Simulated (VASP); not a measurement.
# I on the Zr site in a supercell of ZrS, part 5 of 5

Wanted: what I on the Zr site costs in ZrS and how the lattice relaxes round it. The start is a cell from a database of measured crystal structures.

VASP 6.6.1, plane waves and PAW; the level of theory is named at each step.

So far. Step 6 (Relaxing the atoms): The run ended after 2 ionic steps, 0.036 eV below its first step, once the forces on the free atoms met EDIFFG = -0.03. Step 6 (Relaxing the atoms): Energy at zero smearing: -34.81027 eV.

The database entry behind the starting cell differs from later determinations by our own check (an axis about 1.9 % long against later determinations), so it need not match the best structure at ambient conditions.

## Step 7: Relaxing the defect (continued)

Level of this step: PBEsol; plane waves and PAW (I, Zr_sv, S) (VASP).

Relaxation path (22 of 38):

```
step  energy less that of the first step (eV)  largest force (eV/Å)
   1                                   0.0000                2.0364
   3                                  -1.6609                2.5550
   5                                  -2.7487                1.5706
   6                                  -2.8351                0.9302
   8                                  -2.9848                0.9923
  10                                  -3.1547                0.8255
  12                                  -1.9103                2.7972
  13                                  -3.5228                0.7285
  15                                  -3.6851                0.4249
  17                                  -3.7724                0.3789
  19                                  -3.8214                0.2962
  20                                  -3.8459                0.2513
  22                                  -3.8799                0.3617
  24                                  -3.8351                0.8967
  26                                  -3.9607                0.3236
  27                                  -4.0076                0.3795
  29                                  -4.1022                0.2759
  31                                  -4.1267                0.2174
  33                                  -4.1412                0.0961
  34                                  -4.1443                0.0499
  36                                  -4.1453                0.0342
  38                                  -4.1461                0.0176
```

The atoms that moved most (Å):

```
atom      dx      dy      dz  length
Zr11   0.278   0.278  -0.377   0.544
Zr12  -0.278  -0.278   0.377   0.544
 S15   0.042   0.042   0.445   0.449
 S22  -0.042  -0.042  -0.445   0.449
 Zr2  -0.301  -0.301   0.097   0.436
 Zr3   0.301   0.301  -0.097   0.436
 S19   0.410  -0.070  -0.015   0.417
 S16  -0.070   0.410  -0.015   0.417
```

Final coordinates:

```cif
data_structure
_symmetry_space_group_name_H-M 'P 1'
_symmetry_Int_Tables_number 1
_cell_length_a 7.3114
_cell_length_b 7.3114
_cell_length_c 10.9671
_cell_angle_alpha 60.000
_cell_angle_beta 60.000
_cell_angle_gamma 60.000
_cell_volume 414.56
loop_
_atom_site_label
_atom_site_type_symbol
_atom_site_fract_x
_atom_site_fract_y
_atom_site_fract_z
_atom_site_occupancy
I1 I 0.00000 0.00000 0.00000 1
Zr2 Zr 0.00939 0.00939 0.28831 1
Zr3 Zr 0.99061 0.99061 0.71169 1
Zr4 Zr 0.00000 0.50000 0.00000 1
Zr5 Zr 0.97724 0.53930 0.32600 1
Zr6 Zr 0.02276 0.46070 0.67400 1
Zr7 Zr 0.50000 0.00000 0.00000 1
Zr8 Zr 0.53930 0.97724 0.32600 1
Zr9 Zr 0.46070 0.02276 0.67400 1
Zr10 Zr 0.50000 0.50000 0.00000 1
Zr11 Zr 0.46355 0.46355 0.39345 1
Zr12 Zr 0.53645 0.53645 0.60655 1
S13 S 0.25044 0.25044 0.17472 1
S14 S 0.22701 0.22701 0.49899 1
S15 S 0.29308 0.29308 0.80998 1
S16 S 0.29503 0.70205 0.18955 1
S17 S 0.21432 0.78568 0.50000 1
S18 S 0.29795 0.70497 0.81045 1
S19 S 0.70205 0.29503 0.18955 1
S20 S 0.78568 0.21432 0.50000 1
S21 S 0.70497 0.29795 0.81045 1
S22 S 0.70692 0.70692 0.19002 1
S23 S 0.77299 0.77299 0.50101 1
S24 S 0.74956 0.74956 0.82528 1
```

Numbers from this step:

| Item | Value |
| --- | --- |
| electronic cycles | 473 |
| electrons | 211 |
| free energy (TOTEN) | -187.5704 eV |
| energy at zero smearing | -187.5674 eV |
| Fermi energy | 10.91 eV |

Valence density in the ac plane at fractional y = 0.000, through the centre, with atoms of I and Zr within 0.45 Å of it. It is the smooth field of the valence electrons, not physical close to the nuclei.

Ten even steps from '_' (-0.3 e/Å³) to '@' (5.3 e/Å³), each cell a mean:
```
____....________::**@@%%==..______......
........__________::--==--..________....
........____________........____________
________________________________________
..______________________________....::::
==..________..::--::..__________..::++**
@@++..______..==####==..__________::**@@
@@##--..____..--##@@%%==..________..--##
====::..______..--**##++::__________..::
......__________..::::::..______________
________________________________________
________________________________________
________________________________________
________________......__________________
..____________..::====::..________....::
++::..________..--##@@##--..______..==**
@@##--..________..++%%@@**::..____..==%%
%%%%++..__________..--++==::..______::++
--==--..____________........__________..
........________________________________
__________________________________......
....__________..::::..__________........
......________::++**++::..______........
__......______..++@@@@**::______......__
```
Columns run along a (7.3 Å), rows up along c (11.0 Å). Atoms in or near the plane, at fractional coordinates: I at (0.00, 0.00), Zr at (0.01, 0.29), Zr at (0.99, 0.71), Zr at (0.50, 0.00), Zr at (0.54, 0.33), Zr at (0.46, 0.67).

The run ended after 38 ionic steps, 4.146 eV below its first step, once the forces on the free atoms met EDIFFG = -0.03.

The 6 first neighbours (S) lie 2.58 Å from the site in the perfect crystal and 3.01 Å on average from the atom on it after the relaxation (+16.4 %).

## Step 8: Formation energies

This step: point defect, PBEsol; plane waves and PAW (VASP 6.6.1).

No new run; the numbers come from the runs before.

Numbers from this step:

```
formation energy of the neutral defect : 2.961 eV
host formation enthalpy                : -1.543 eV/atom
```

Formation energy:

```
formation energy (eV)  largest move (Å)
                2.961            0.5444
```

E_f is E(defect cell) less E(perfect cell), corrected for the atoms exchanged with their references.

References, in eV an atom: I -1.433 (I2 molecule), Zr -9.078 (crystal P6_3/mmc) and S -4.351 (S8 molecule). They were run at the supercell's cutoff and functional, without U, and count both elements from their own phases.

## Step 9: Defect, other settings: k = [5, 5, 4], PREC = "High" and shifted = true

This step: PBEsol; plane waves and PAW (I, Zr_sv, S) (VASP 6.6.1).

The run is repeated with some settings moved, to see what they change.

INCAR

```
SYSTEM = Zr11S12I
PREC = High
ENCUT = 300
EDIFF = 1E-05
NELM = 120
ISMEAR = 1
SIGMA = 0.2
LREAL = Auto
ALGO = Fast
GGA = PS
NBANDS = 130
LORBIT = 11
LWAVE = .FALSE.
LCHARG = .FALSE.
KPAR = 4
ISYM = 0
```

POSCAR

```
Zr11S12I
1.0
    0.0000000000      5.1699595546      5.1699595546
    5.1699595546      0.0000000000      5.1699595546
    7.7549393319      7.7549393319      0.0000000000
I Zr S
1 11 12
Direct
    0.0000000000      0.0000000000      0.0000000000
    0.0093949326      0.0093949326      0.2883137158
    0.9906050674      0.9906050674      0.7116862842
    0.0000000000      0.5000000000      0.0000000000
    0.9772360114      0.5392986604      0.3260019688
    0.0227639886      0.4607013396      0.6739980312
    0.5000000000      0.0000000000      0.0000000000
    0.5392986604      0.9772360114      0.3260019688
    0.4607013396      0.0227639886      0.6739980312
    0.5000000000      0.5000000000      0.0000000000
    0.4635532072      0.4635532072      0.3934519486
    0.5364467928      0.5364467928      0.6065480514
    0.2504435881      0.2504435881      0.1747202854
    0.2270107034      0.2270107034      0.4989873060
    0.2930753577      0.2930753577      0.8099770286
    0.2950295665      0.7020494683      0.1895516840
    0.2143237040      0.7856762960      0.5000000000
    0.2979505317      0.7049704335      0.8104483160
    0.7020494683      0.2950295665      0.1895516840
    0.7856762960      0.2143237040      0.5000000000
    0.7049704335      0.2979505317      0.8104483160
    0.7069246423      0.7069246423      0.1900229714
    0.7729892966      0.7729892966      0.5010126940
    0.7495564119      0.7495564119      0.8252797146
```

KPOINTS

```
Automatic mesh
0
Monkhorst-Pack
5 5 4
0 0 0
```

PAW data sets: I, Zr_sv and S (PBE family, release 64).

Run with:

```sh
$ mpirun -np 4 vasp_std
```

What it wrote:

```text
[... set-up lines as in an earlier step ...]
 entering main loop
       N       E                     dE             d eps       ncg     rms          rms(c)
DAV:   1     0.146793533568E+04    0.14679E+04   -0.78904E+04 13096   0.105E+03
DAV:   2    -0.459440902352E+02   -0.15139E+04   -0.14630E+04 15436   0.347E+02
DAV:   3    -0.184742509934E+03   -0.13880E+03   -0.13688E+03 18168   0.858E+01
DAV:   4    -0.198024098733E+03   -0.13282E+02   -0.13225E+02 20232   0.230E+01
DAV:   5    -0.198963270661E+03   -0.93917E+00   -0.93847E+00 17768   0.510E+00    0.594E+01
RMM:   6    -0.187855027505E+03    0.11108E+02   -0.32536E+01 16312   0.114E+01    0.284E+01
RMM:   7    -0.188710013362E+03   -0.85499E+00   -0.24075E+01 19822   0.831E+00    0.105E+01
RMM:   8    -0.187702001490E+03    0.10080E+01   -0.47246E+00 20033   0.434E+00    0.602E+00
RMM:   9    -0.187609205331E+03    0.92796E-01   -0.29748E+00 18139   0.377E+00    0.207E+00
RMM:  10    -0.187549318720E+03    0.59887E-01   -0.59772E-01 20587   0.172E+00    0.158E+00
RMM:  11    -0.187558555872E+03   -0.92372E-02   -0.32718E-01 22421   0.889E-01    0.929E-01
RMM:  12    -0.187568650451E+03   -0.10095E-01   -0.11235E-01 25331   0.497E-01    0.847E-01
RMM:  13    -0.187571101873E+03   -0.24514E-02   -0.39944E-02 24772   0.327E-01    0.584E-01
RMM:  14    -0.187571916377E+03   -0.81450E-03   -0.13624E-02 24892   0.240E-01    0.234E-01
RMM:  15    -0.187572191578E+03   -0.27520E-03   -0.60610E-03 25184   0.145E-01    0.161E-01
RMM:  16    -0.187572477457E+03   -0.28588E-03   -0.30346E-03 24815   0.905E-02    0.104E-01
WARNING in EDDRMM: call to ZHEGV failed, returncode =   8  4     40
RMM:  17    -0.187572597279E+03   -0.11982E-03   -0.13394E-03 24127   0.609E-02    0.679E-02
WARNING in EDDRMM: call to ZHEGV failed, returncode =   8  4     36
WARNING in EDDRMM: call to ZHEGV failed, returncode =   6  3     12
WARNING in EDDRMM: call to ZHEGV failed, returncode =   6  3     18
WARNING in EDDRMM: call to ZHEGV failed, returncode =   8  4     15
RMM:  18    -0.187572655556E+03   -0.58277E-04   -0.64590E-04 22965   0.411E-02    0.518E-02
WARNING in EDDRMM: call to ZHEGV failed, returncode =   6  3     26
WARNING in EDDRMM: call to ZHEGV failed, returncode =   8  4     37
RMM:  19    -0.187572683323E+03   -0.27767E-04   -0.30389E-04 21318   0.291E-02    0.433E-02
RMM:  20    -0.187572690833E+03   -0.75095E-05   -0.15732E-04 18741   0.211E-02    0.278E-02
WARNING in EDDRMM: call to ZHEGV failed, returncode =   8  4     27
WARNING in EDDRMM: call to ZHEGV failed, returncode =   6  3     17
WARNING in EDDRMM: call to ZHEGV failed, returncode =   8  4     70
RMM:  21    -0.187572695961E+03   -0.51279E-05   -0.10354E-04 15859   0.173E-02    0.148E-02
WARNING in EDDRMM: call to ZHEGV failed, returncode =   8  4     34
WARNING in EDDRMM: call to ZHEGV failed, returncode =   6  3     22
WARNING in EDDRMM: call to ZHEGV failed, returncode =   6  3     17
RMM:  22    -0.187572698072E+03   -0.21114E-05   -0.51191E-05 14754   0.140E-02
   1 F= -.18757270E+03 E0= -.18756883E+03  d E =-.116101E-01
```

Wall time 6.9 min (4 MPI ranks of Intel Xeon 6975P-C (Granite Rapids), shared host); peak memory 3.1 GiB; 28 min of CPU time.

OUTCAR, selected parts (step 9):

```text
   k-points           NKPTS =     50   k-points in BZ     NKDIM =     50   number of bands    NBANDS=    130

   NELECT =     211.0000    total number of electrons

 E-fermi :  10.9180

 k-point     1 :       0.0000    0.0000    0.1250
  band No.  band energies     occupation
    ...
    102      10.0825      2.00000
    103      10.3350      2.00030
    104      10.4603      2.00565
    105      10.5087      2.01370
    106      10.8752      1.35320
    107      11.0923     -0.01223
    108      11.1810     -0.06872
    109      11.2884     -0.02503
    110      11.3193     -0.01567
    111      11.3737     -0.00588
    ...

  Total       18.7330236     18.7331372     13.4139224     -1.0531142      0.3704641      0.3706444
  in kB       72.3995340     72.3999730     51.8422307     -4.0700838      1.4317726      1.4324693
  external PRESSURE =      65.5472459 kB  Pullay stress =       0.0000000 kB

 POSITION                                       TOTAL-FORCE (eV/Angst)
 -----------------------------------------------------------------------------------
      0.00000      0.00000      0.00000         0.000001      0.000005     -0.000005
      2.28443      2.28443      0.09714         0.002354      0.002347     -0.034370
     10.64047     10.64047     10.24278        -0.002372     -0.002363      0.034384
      2.58498      0.00000      2.58498        -0.000018     -0.000022      0.000012
      5.31628      7.58040      7.84042        -0.013418      0.015125      0.008190
      7.60862      5.34450      2.49950         0.013424     -0.015127     -0.008177
      0.00000      2.58498      2.58498         0.000004     -0.000027      0.000005
      7.58040      5.31628      7.84042         0.015148     -0.013400      0.008194
      5.34450      7.60862      2.49950        -0.015120      0.013422     -0.008205
      2.58498      2.58498      5.16996        -0.000005      0.000024     -0.000024
      5.44775      5.44775      4.79310        -0.023884     -0.023906     -0.039592
      7.47715      7.47715      5.54682         0.023882      0.023902      0.039616
      2.64973      2.64973      2.58957        -0.002888     -0.002926      0.021421
      5.04325      5.04325      2.34727         0.009382      0.009432     -0.011917
      7.79651      7.79651      3.03038        -0.007334     -0.007335      0.016266
      5.09953      2.99525      5.15486        -0.015770     -0.001667      0.003731
      7.93938      4.98551      5.16996         0.020275     -0.020329      0.000053
      9.92965      7.82537      5.18506         0.001689      0.015749     -0.003769
      2.99525      5.09953      5.15486        -0.001665     -0.015762      0.003700
      4.98551      7.93938      5.16996        -0.020320      0.020312     -0.000009
      7.82537      9.92965      5.18506         0.015767      0.001688     -0.003748
      5.12839      5.12839      7.30954         0.007372      0.007360     -0.016246
      7.88165      7.88165      7.99265        -0.009396     -0.009437      0.011908
     10.27517     10.27517      7.75035         0.002892      0.002936     -0.021416
 -----------------------------------------------------------------------------------
    total drift:                               -0.000022     -0.000074      0.000075

  FREE ENERGIE OF THE ION-ELECTRON SYSTEM (eV)
  ---------------------------------------------------
  free  energy   TOTEN  =      -187.5726980719 eV

  energy  without entropy=     -187.5610879939  energy(sigma->0) =     -187.56882805

[... 2 parts as in an earlier step ...]

[... 11 further parts left out ...]
```

PREC = High changes the FFT grids.

Numbers from this step:

```
electronic cycles       : 22
free energy (TOTEN)     : -187.5727 eV
energy at zero smearing : -187.5688 eV
Fermi energy            : 10.92 eV
```

Settings moved on purpose: PREC = High and a k-mesh of 5×5×4 in place of 4×4×3.

This is a single point on the relaxed geometry, 0.1 meV an atom from the last step of the relaxation.

## Step 10: Summary of results

- formation energy at charge 0: 2.961 eV
- host formation enthalpy: -1.54 eV/atom

In words: I on the Zr site costs 2.96 eV, with every exchanged atom at the energy of its element. The 6 first neighbours (S) lie 2.58 Å from the site in the perfect crystal and 3.01 Å on average from the atom on it after the relaxation (+16.4 %). With metallic smearing the value can move by tenths of an eV with the k mesh. S and I count from free molecules, which lie above the solid by its heat of sublimation. The supercell of 24 atoms is small, so interactions between images remain.

[Lines on the potential files, build, host, timing and source positions are cut from VASP's logs without a mark.]

[Logs are printed without paths, hosts, clocks, repeated set-up lines and the standing remarks that a program may print on its own settings, such as how far it seeks lower states.]

[Hosts, paths, dates, database ids (printed as entryN), source tags and the programs' standing remarks are cut or masked in the printed files.]

[In band tables of VASP the shares of atoms and orbitals are scaled to a sum of 1 inside the atoms' spheres.]

[Runs that stopped without an error message from VASP are left out.]
